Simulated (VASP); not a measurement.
```
Ti4CN3
1.0
   -0.00331     4.22413     4.23423
    4.22413    -0.00331     4.23423
    2.11041     2.11041     0.00000
Ti N C
4 3 1
Direct
  0.99734   0.99734   0.00531
  0.99857   0.50143   0.00000
  0.50143   0.99857   0.00000
  0.50266   0.50266   0.99469
  0.25000   0.25000   0.50000
  0.25000   0.75000   0.50000
  0.75000   0.25000   0.50000
  0.75000   0.75000   0.50000
```

These are PBEsol GGA, VASP's PBE PAW potentials (set 64) (plane waves; VASP 6.6.1) values and carry that method's errors. Settings: 520 eV cut-off, 7×7×14 Γ-centred mesh, tetrahedra with Blöchl corrections, potentials Ti_sv N C.

The cores are frozen, which limits the accuracy of field gradients.

Give the principal components of the electric field gradient (V/Å²) and the asymmetry η at each nucleus.

```tsv
atom	Vxx	Vyy	Vzz	η
Ti1	9.0	8.0	-17.0	0.06
Ti2	-11.1	-10.3	21.4	0.04
Ti3	-11.1	-10.3	21.4	0.04
Ti4	9.0	8.0	-17.0	0.06
N5	-2.1	0.0	2.1	1.00
N6	-1.3	-0.4	1.6	0.56
N7	-1.3	-0.4	1.6	0.56
C8	0.5	0.3	-0.8	0.20
```

The structure was generated: Ti4CN3 was put into an ordered model structure (Cmmm), which need not be its known phase. It was relaxed first.
